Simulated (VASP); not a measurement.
A run of VASP 6.6.1:

File POSCAR:

```
NbBr
1.0
    0.0000000000      2.7453220000      2.7453220000
    2.7453220000      0.0000000000      2.7453220000
    2.7453220000      2.7453220000      0.0000000000
Nb Br
1 1
Direct
    0.0000000000      0.0000000000      0.0000000000
    0.5000000000      0.5000000000      0.5000000000
```

Contents of INCAR.step1:

```
PREC = Accurate
ENCUT = 520
ISMEAR = -1
SIGMA = 0.1
LREAL = False
LASPH = True
NELM = 80
NBANDS = 17
GGA = PE
ALGO = Normal
EDIFF = 1E-4
LWAVE = True
LCHARG = False
```

Contents of INCAR.step2:

```
PREC = Accurate
ENCUT = 520
EDIFF = 1E-7
ISMEAR = -1
SIGMA = 0.1
LREAL = False
LASPH = True
NELM = 80
ALGO = Normal
ISIF = 2
LWAVE = False
LCHARG = True
METAGGA = R2SCAN
LMIXTAU = True
LELF = True
LVHAR = True
NBANDS = 17
ISTART = 1
```

File KPOINTS:

```
Automatic mesh
0
Gamma
  6 6 6
```

Potentials or basis: VASP PAW PBE potentials, release 64 (Nb_sv, Br).

Command:

```console
$ cat potpaw_PBE.64/Nb_sv/POTCAR potpaw_PBE.64/Br/POTCAR > POTCAR
$ cp INCAR.step1 INCAR
$ mpirun -np 1 vasp_std > vasp.out
$ cp INCAR.step2 INCAR
$ mpirun -np 1 vasp_std > vasp.out
```

Hardware: 1 thread of Intel(R) Xeon(R) 6975P-C (Granite Rapids), with other jobs on the host.

Question: How long does it take, and how much memory?

Answer: Run time: 34 s on 1 thread of Intel(R) Xeon(R) 6975P-C (Granite Rapids) (shared host), peak memory 0.16 GiB. Counts: scf iterations 14, k points 16.
